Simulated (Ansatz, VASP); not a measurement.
# Cross-check of Mo (zigzag Mo chain) between VASP and Ansatz

Aim: how closely do two programs agree when they are given the same cell, functional and k mesh? The structure shown is the start of the Ansatz relaxation below; VASP solves that cell, so the two are compared at the walk's first step. Other levels of theory on this material are compared in a session of their own.

Method: plane waves, with VASP 6.6.1 beside it; single point at r2SCAN, in Ansatz 0.2.0.

In doubt: warnings of the run leave room for a lower electronic state, so energies may not be the lowest and differences between runs may mislead.

## Step 1: Starting point

The cell holds 2 atoms: 2 Mo. Cell: a = 9.000 Å, b = 7.500 Å, c = 5.167 Å, α = 90.0°, β = 90.0°, γ = 90.0°. Vacuum lies along a and b. The structure's axis is c.

## Step 2: Ansatz: relaxation, r2SCAN

Ansatz runs on its default PAW (the set named soft_2) files.

The two programs are compared at the cell with which this relaxation starts, whose forces are those of its first step.

File input.yaml:

```yaml
crystal:
  lattice:
    - [9.0, 0.0, 0.0]
    - [0.0, 7.5, 0.0]
    - [0.0, 0.0, 5.1670093134]
  atoms:
    - { symbol: Mo, position: [0.423684789, 0.5, 0.0], spin: 3.0 }
    - { symbol: Mo, position: [0.576315211, 0.5, 0.5], spin: 3.0 }
magnetization:
  spin_polarized: true
kpoints:
  mp_grid: { grid: [1, 1, 16] }
scf:
  occupations: { method: fermi_dirac, width: 0.05 }
hamiltonian:
  xc: r2scan
relax:
  cell: { fix: [a, b, alpha, beta, gamma] }
  max_steps: 60
```

Launch:

```console
$ ansatz run input.yaml --threads 4 --pin off --max-ram 8192MiB --backend cpu --events-out ev --progress --plain --runs-dir out
```

Numbers of over 12 decimals in the logs are rounded to 6 here.

The program printed:

```text
Engine: ansatz 0.2.0, aarch64-unknown-linux-gnu
Pseudopotentials: kind: paw
Pseudopotential: Mo, paw, valence charge 14, recommended cutoff 500 eV (meta_gga), Mo.paw.azcp
Functional definition: r2SCAN
  parameter k0 = 0.174
  parameter k1 = 0.065
  parameter a1 = 4.9479
  exchange = r2scan_x(k0 = k0, k1 = k1, a1 = a1)
  correlation = r2scan_c
Crystal: 2 atoms, lattice volume = 348.773 Å³
Basis set: ecut = 500 eV, 8885 PW (Γ), exchange–correlation on 288×240×160 points (64 copies of the dense FFT grid, shifted against one another)
Bands: 21, of which v1, the nominal top of the filled ones, is band 14 counted from 1 (13 counted from 0)
Symmetry: 8 space group operations
Space group: Pmma (ITA 51), of the structure as read, at distance tolerance 7.0e-5 Å
Magnetic group: BNS 51.289 (UNI 387), of the structure as read, at distance tolerance 7.0e-5 Å
k-points: 9 of 16
Non-local potential: Mo, projectors of the file, l = 0: 3, l = 1: 2, l = 2: 2, l = 3: 1
PAW form: soft (Blöchl's): semilocal exchange-correlation on the pseudo side does not see the compensation charge
PAW frozen core: Mo, regenerated for the run's functional (the file was generated under x = pbe(κ = 0.804, μ = 0.219515), c = pbe(β = 0.066725))
PAW one-centre angular grid: Mo, 590 points (default); XC on 160 Gauss nodes
Initial density: superposition of atomic densities (neutral atoms: chi_scale 0, normalization atom)
Starting moments: Σ|m| = 6 μB on 2 of 2 sites
Initial wavefunctions: pseudopotential atomic-orbital guess
Functional: x = r2scan, c = r2scan; τ floored in thin density (d = 2e-4 eV/Å³)
SCF iter   1: F=—  HF=-9923.238691 eV  |F-HF|=—  |Δ(HF+E_count)|=         —  Δρ=1.24e-2 (↑1.04e-2 ↓1.24e-2)  dr2=1.37e0  dr2_τ=2.12e-2  dr2_m=2.62e-1  M=7.246 μB ∫|m|=7.246 μB  β_m=1.00  ethr=3.10e-3  ⟨swp⟩=6.3  Hψ=1751  notcnv=0
Mixer restart at iter 1: flushing history
preconditioner: auto → LDOS  [metal: Δε(μ)=0.007 eV  Ē_g=2.634 eV  σ=0.050 eV  W_gap=0.03  n_scr=34 (ndim 8)  ℏωp=6.9 eV  f_vac=0.621  D(μ)=7.51/eV (n_scr^D=42)]
spin=Collinear: LDOS preconditioning applied to the charge; magnetization (m = ρ↑ − ρ↓) channel mixes plain (no charge-response kernel on spin).
SCF iter   2: F=—  HF=-9923.844690 eV  |F-HF|=—  |Δ(HF+E_count)|=   6.06e-1  Δρ=7.57e-3 (↑4.94e-3 ↓7.57e-3)  dr2=5.91e-1  dr2_τ=8.39e-3  dr2_m=5.56e-2  M=7.869 μB ∫|m|=7.869 μB  β_m=1.00  ethr=3.10e-3  ⟨swp⟩=2.8  Hψ=828  notcnv=0  defer=10  κ⁻¹=1.0e0(r=1)
SCF iter   3: F=—  HF=-9924.240259 eV  |F-HF|=—  |Δ(HF+E_count)|=   3.96e-1  Δρ=3.39e-3 (↑3.22e-3 ↓3.39e-3)  dr2=1.74e-1  dr2_τ=1.40e-3  dr2_m=9.08e-3  M=8.326 μB ∫|m|=8.326 μB  β_m=1.00  ethr=2.11e-3  ⟨swp⟩=2.6  Hψ=718  notcnv=0  defer=10  κ⁻¹=1.4e-1(r=2)
SCF iter   4: F=—  HF=-9924.601537 eV  |F-HF|=—  |Δ(HF+E_count)|=         —  Δρ=4.00e-3 (↑3.92e-3 ↓4.00e-3)  dr2=3.56e-2  dr2_τ=4.84e-3  dr2_m=3.92e-2  M=8.882 μB ∫|m|=8.882 μB  β_m=1.00  ethr=6.23e-4  ⟨swp⟩=3.6  Hψ=856  notcnv=0  defer=10
Mixer restart at iter 4: flushing history
SCF iter   5: F=—  HF=-9924.668410 eV  |F-HF|=—  |Δ(HF+E_count)|=   6.69e-2  Δρ=2.52e-3 (↑2.35e-3 ↓2.52e-3)  dr2=1.73e-2  dr2_τ=1.53e-3  dr2_m=1.27e-2  M=9.132 μB ∫|m|=9.132 μB  β_m=1.00  ethr=1.27e-4  ⟨swp⟩=2.5  Hψ=724  notcnv=0  defer=10  κ⁻¹=1.0e0(r=1)
SCF iter   6: F=—  HF=-9924.663763 eV  |F-HF|=—  |Δ(HF+E_count)|=   4.65e-3  Δρ=1.06e-3 (↑8.46e-4 ↓1.06e-3)  dr2=6.59e-3  dr2_τ=2.04e-4  dr2_m=4.31e-4  M=9.443 μB ∫|m|=9.443 μB  β_m=1.00  ethr=6.17e-5  ⟨swp⟩=2.5  Hψ=851  notcnv=0  defer=10  κ⁻¹=2.4e-2(r=2)
SCF iter   7: F=—  HF=-9924.627785 eV  |F-HF|=—  |Δ(HF+E_count)|=   3.60e-2  Δρ=5.08e-4 (↑5.08e-4 ↓4.21e-4)  dr2=4.87e-4  dr2_τ=6.93e-5  dr2_m=5.23e-4  M=9.415 μB ∫|m|=9.415 μB  β_m=1.00  ethr=2.35e-5  ⟨swp⟩=2.6  Hψ=832  notcnv=0  defer=9  κ⁻¹=1.4e-2(r=3)
SCF iter   8: F=—  HF=-9924.628167 eV  |F-HF|=—  |Δ(HF+E_count)|=   3.82e-4  Δρ=4.87e-4 (↑4.87e-4 ↓4.12e-4)  dr2=6.91e-4  dr2_τ=5.38e-5  dr2_m=5.24e-4  M=9.343 μB ∫|m|=9.343 μB  β_m=1.00  ethr=1.74e-6  ⟨swp⟩=2.0  Hψ=696  notcnv=0  defer=9  κ⁻¹=1.3e-3(r=4)
[...]
SCF 8 converged in 12 iterations: F = -9924.921290 eV  dr2 = 3.77e-12
relax step   8: F+E_penalty+E_count = -9924.92128997 eV  Δ(F+E_penalty+E_count) = -4.342e-4 eV  max|allowed force component| = 3.349e-3 eV/Å  Δτ_max = 0.0126 Å  P = -0.066 GPa  Ω = 390.577 Å³  energy of the carried Pulay correction = -1.748e-3 eV  fix = [a, b, alpha, beta, gamma]  reactions: a -0.033, b -0.164 GPa  (12 SCF iters, accepted)
Basis set: ecut = 500 eV, 9943 PW (Γ), exchange–correlation on 288×240×180 points (64 copies of the dense FFT grid, shifted against one another)
Initial wavefunctions: pseudopotential atomic-orbital guess (no wavefunctions were taken with the density)
[...]
preconditioner: auto → LDOS  [metal: Δε(μ)=0.139 eV  Ē_g=4.048 eV  σ=0.050 eV  W_gap=0.45  n_scr=10 (ndim 8)  ℏωp=6.5 eV  f_vac=0.675  D(μ)=1.29/eV (n_scr^D=2)]
spin=Collinear: LDOS preconditioning applied to the charge; magnetization (m = ρ↑ − ρ↓) channel mixes plain (no charge-response kernel on spin).
[...]
SCF iter   4: F=—  HF=-9924.923425 eV  |F-HF|=—  |Δ(HF+E_count)|=   2.86e-3  Δρ=2.33e-5 (↑2.27e-5 ↓2.33e-5)  dr2=1.38e-6  dr2_τ=1.06e-6  dr2_m=2.21e-8  M=10.125 μB ∫|m|=10.125 μB  β_m=1.00  ethr=1.48e-8  ⟨swp⟩=3.6  Hψ=940  notcnv=0  κ⁻¹=6.2e-3(r=3)
SCF iter   5: F=—  HF=-9924.923937 eV  |F-HF|=—  |Δ(HF+E_count)|=   5.11e-4  Δρ=1.20e-5 (↑1.12e-5 ↓1.20e-5)  dr2=4.27e-7  dr2_τ=2.29e-7  dr2_m=2.60e-8  M=10.125 μB ∫|m|=10.125 μB  β_m=1.00  ethr=4.92e-9  ⟨swp⟩=3.4  Hψ=975  notcnv=0  defer=1  κ⁻¹=4.2e-3(r=4)
SCF iter   6: F=—  HF=-9924.923970 eV  |F-HF|=—  |Δ(HF+E_count)|=   3.35e-5  Δρ=4.00e-6 (↑3.87e-6 ↓4.00e-6)  dr2=1.09e-7  dr2_τ=1.49e-8  dr2_m=2.15e-9  M=10.125 μB ∫|m|=10.125 μB  β_m=1.00  ethr=1.52e-9  ⟨swp⟩=3.7  Hψ=1049  notcnv=0  defer=1  κ⁻¹=7.8e-4(r=5)
SCF iter   7: F=—  HF=-9924.923969 eV  |F-HF|=—  |Δ(HF+E_count)|=   1.33e-6  Δρ=1.90e-6 (↑1.83e-6 ↓1.90e-6)  dr2=3.10e-8  dr2_τ=2.62e-9  dr2_m=1.36e-9  M=10.124 μB ∫|m|=10.125 μB  β_m=1.00  ethr=3.88e-10  ⟨swp⟩=3.8  Hψ=1156  notcnv=0  defer=1  κ⁻¹=2.6e-4(r=6)
SCF iter   8: F=—  HF=-9924.924023 eV  |F-HF|=—  |Δ(HF+E_count)|=   5.40e-5  Δρ=8.06e-7 (↑8.06e-7 ↓7.41e-7)  dr2=1.10e-8  dr2_τ=2.16e-10  dr2_m=1.02e-10  M=10.124 μB ∫|m|=10.125 μB  β_m=1.00  ethr=1.11e-10  ⟨swp⟩=3.7  Hψ=891  notcnv=0  defer=1  κ⁻¹=5.5e-5(r=7)
SCF iter   9: F=—  HF=-9924.924029 eV  |F-HF|=—  |Δ(HF+E_count)|=   6.59e-6  Δρ=3.79e-7 (↑3.46e-7 ↓3.79e-7)  dr2=1.73e-9  dr2_τ=3.01e-11  dr2_m=9.63e-11  M=10.124 μB ∫|m|=10.125 μB  β_m=1.00  ethr=3.92e-11  ⟨swp⟩=3.7  Hψ=792  notcnv=0  defer=1  κ⁻¹=2.6e-5(r=8)
SCF iter  10: F=—  HF=-9924.924030 eV  |F-HF|=—  |Δ(HF+E_count)|=   5.29e-7  Δρ=2.14e-7 (↑2.14e-7 ↓1.82e-7)  dr2=2.73e-10  dr2_τ=7.92e-12  dr2_m=4.55e-11  M=10.124 μB ∫|m|=10.125 μB  β_m=1.00  ethr=6.18e-12  ⟨swp⟩=3.3  Hψ=778  notcnv=0  defer=2  κ⁻¹=1.3e-5(r=8)
SCF iter  11: F=—  HF=-9924.924030 eV  |F-HF|=—  |Δ(HF+E_count)|=   5.64e-8  Δρ=1.03e-7 (↑1.01e-7 ↓1.03e-7)  dr2=1.02e-10  dr2_τ=2.84e-12  dr2_m=3.05e-12  M=10.124 μB ∫|m|=10.125 μB  β_m=1.00  ethr=1.00e-12  ⟨swp⟩=3.2  Hψ=746  notcnv=0  defer=3  κ⁻¹=6.0e-6(r=8)
SCF iter  12: F=—  HF=-9924.924030 eV  |F-HF|=—  |Δ(HF+E_count)|=   6.81e-9  Δρ=4.26e-8 (↑3.96e-8 ↓4.26e-8)  dr2=1.62e-11  dr2_τ=5.16e-13  dr2_m=5.46e-13  M=10.124 μB ∫|m|=10.125 μB  β_m=1.00  ethr=1.00e-12  ⟨swp⟩=2.6  Hψ=570  notcnv=0  defer=3  κ⁻¹=6.7e-6(r=8)
SCF iter  13: F=-9924.924030 eV  HF=-9924.924030 eV  |F-HF|=4.95e-10  |Δ(HF+E_count)|=   9.83e-9  Δρ=2.53e-8 (↑1.77e-8 ↓2.53e-8)  dr2=4.79e-12  dr2_τ=1.16e-13  dr2_m=3.26e-13  M=10.124 μB ∫|m|=10.125 μB  ethr=1.00e-12  ⟨swp⟩=4.7  Hψ=1724  notcnv=0
SCF 9 converged in 13 iterations: F = -9924.924030 eV  dr2 = 4.79e-12
relax step   9: F+E_penalty+E_count = -9924.92403000 eV  Δ(F+E_penalty+E_count) = -2.740e-3 eV  max|allowed force component| = 3.142e-3 eV/Å  Δτ_max = 0.0000 Å  P = -0.063 GPa  Ω = 390.577 Å³  fix = [a, b, alpha, beta, gamma]  reactions: a -0.032, b -0.163 GPa  stress off target by 5.10e-3 GPa on what of the cell is left free  SCF on the basis re-selected at this cell (its energy is not comparable with the rows above)  (13 SCF iters)
basis re-selected at this cell: Δ(F+E_penalty+E_count) = -2.740e-3 eV, ΔP = +0.002 GPa vs the last step (what re-selecting the basis moved, of the pressure what is left beyond the Pulay correction that the steps carried, after the strain that the cell walked since its last selection, with what the two solves' SCF thresholds leave and, on support functions, any second-order correction that the steps lacked; it is no measure of the basis error at this ecutwfc). The dense FFT grid was sized anew with the basis: this SCF ran on 72×60×45 points, the steps before it on 72×60×40, so part of this shift can come from that change (see relax.cell in the input reference). [rest of the remark cut]
WARN: an SCF from antiferromagnetic starting moments (-3.59, 3.59 Bohr magnetons, atom by atom) was not made, by what the run has read of turns of its moments that order reads lower: the deck asks for what bars it, or types moments that do (magnetization.spin_polarized, in the input reference, names some of the keys), or the run goes by scf.lower_state_search: light, the default, which as a rule tries one only behind [...]
SCF converged after 13 iterations
Stability not checked: this state was not tested for a lower state beside it, because the mixer in use, unlike msr1, does not test its closes by its own steps (another_mixer; see scf.mixing.algorithm and scf.lower_state_search)
Magnetization: 10.1244 μB (19.0622 up, 8.9378 down)
Absolute magnetization: 10.1247 μB (∫|ρ↑−ρ↓|, with the PAW one-centre terms)
Spin contamination: 0.0064 ħ² per cell (⟨S²⟩ above its minimum at these occupations)
Per-site moments (μB) at R_I (Å): [(3.628351, 1.217776), (3.628351, 1.217776)]
Free energy (F): -9924.924030 eV
Harris-Foulkes:  -9924.924030 eV  (|F-HF|=4.95e-10)
Internal energy: -9924.913213 eV  (E = F + TS)
E sigma→0 (E₀):  -9924.918621 eV
Entropy (-TS):   -0.010817 eV (-5.409 meV/atom)
Fermi energy:    -1.645773 eV
--- Per-component energies (eV) ---
  E_band       = -738.221062
  E_kinetic    = 878.380637
  E_local      = -5954.499011  (includes V_loc(G=0)·N_el)
  E_nonlocal   = 300.434379
  E_hartree    = 2402.349002
  E_xc         = -349.594818
  E_vxc        = -507.118975  (∫ρ·V_xc dr)
  E_paw        = -6440.881605  (= ΣΔE_a)
  E_vpaw       = -298.135809  (= ΣTr[D̂ρ^β])
  E_aug_tail   = 0.000007  (compensation charges beyond the density's cutoff)
  E_vtau       = 38.019835  (kinetic-family band-sum trace: ∫τ·v_τ [+ j·A + Jᵃ·Aᵃ] dr)
  E_ewald      = -760.659398
  E_core_change = -0.442407  (= ΣΔE_core)
  E_smearing   = -0.010817  (= −TS)
  E_closure    = -0.000000  (closes the sum)
  Σ components = -9924.924030   (vs F -9924.924030, Δ=0.00e0)
--- Forces (eV/Å), atoms counted from 1 ---
  atom   1  Mo     0.00314151    -0.00000000     0.00000000
  atom   2  Mo    -0.00314151     0.00000000    -0.00000000
  max |Σ_I F_I| component: 5.05e-29 eV/Å
--- Stress (GPa, compression-positive) ---
       -0.031916      -0.000000      -0.000000
       -0.000000      -0.163220       0.000000
       -0.000000       0.000000       0.005101
  P = ⅓ Tr σ = -0.0633 GPa (-0.633 kbar)
--- Relaxed structure (8 steps of the walk, 6 accepted, 1 SCFs on fresh bases) ---
  F+E_penalty+E_count = -9924.92403000 eV   max|allowed force component| = 3.142e-3 eV/Å   (the final SCF, on the basis selected at the relaxed cell)
  cell:  # Å, volume = 390.5773 Å³
    - [9.0, 0, 0]
    - [0, 7.5, 0]
    - [0, 0, 5.786331]
  atoms:
    - { symbol: Mo, position: [0.467369, 0.5, 0] }
    - { symbol: Mo, position: [0.532631, 0.5, 0.500000] }
```

In the SCF lines HF is the Harris–Foulkes energy and dr2 the Hartree energy of the density residual, in eV; the loop may stop once dr2 is under the threshold and the program's other checks hold. Hψ counts applications of the Hamiltonian.

[end of part 1 of 2]

[Lines on the potential files, build, host, timing and source positions are cut from VASP's logs without a mark.]

[Logs are printed without paths, hosts, clocks, repeated set-up lines and the standing remarks that a program may print on its own settings, such as how far it seeks lower states.]

[Hosts, paths, dates, database ids (printed as entryN), source tags and the programs' standing remarks are cut or masked in the printed files.]
